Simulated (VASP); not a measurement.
Here is a VASP 6.6.1 calculation.

File INCAR:

```
SYSTEM = BeSb
  PREC = Accurate
  ENCUT = 600
  EDIFF = 1E-7
  ISMEAR = 0
  SIGMA = 0.05
  LREAL = .False.
  LASPH = .True.
  NELM = 100
  ALGO = Normal
  ISIF = 3
  LWAVE = .False.
  LCHARG = .False.
  GGA = PE
  IBRION = 2
  NSW = 60
  EDIFFG = -0.02
```

KPOINTS

```
regular mesh
0
Gamma
  8 8 9
  0 0 0
```

Contents of POSCAR:

```
BeSb
1.0
    3.8791000000      0.0000000000      0.0000000000
   -1.9395500000      3.3594000000      0.0000000000
    0.0000000000      0.0000000000      3.0375500000
Be Sb
1 1
Direct
    0.0000000000      0.0000000000      0.0000000000
    0.3333300000      0.6666700000      0.5000000000
```

Potentials or basis: VASP PAW PBE potentials, release 64 (Be, Sb).

Launch:

```sh
$ cat potpaw_PBE.64/Be/POTCAR potpaw_PBE.64/Sb/POTCAR > POTCAR
$ mpirun -np 1 vasp_std > vasp.out
```

Q: Predict the relaxed cell.

A: a = 3.842 Å, b = 3.842 Å, c = 3.102 Å, α = 90.00°, β = 90.00°, γ = 120.00°.

Q: What does it give for the relaxed volume?

A: 19.82 Å³/atom.

Q: What does it give for the band gap on the k mesh?

A: None (metal or under the smearing width).

Step by step:
```
step  energy change (eV)  largest force (eV/Å)  pressure (GPa)  volume (Å³)
   1              0.0000                0.0001            0.17        39.58
   2             -0.0011                0.0000            0.00        39.70
   3             -0.0041                0.0000           -0.40        39.98
   4              0.0101                0.0001           -1.74        40.51
   5             -0.0044                0.0000           -0.64        40.06
   6             -0.0046                0.0000           -0.52        39.89
   7             -0.0047                0.0000           -0.56        39.95
   8             -0.0053                0.0000           -0.16        39.72
   9             -0.0054                0.0000           -0.02        39.64
```

The run has no spin-orbit coupling, so splittings on Sb are missing.
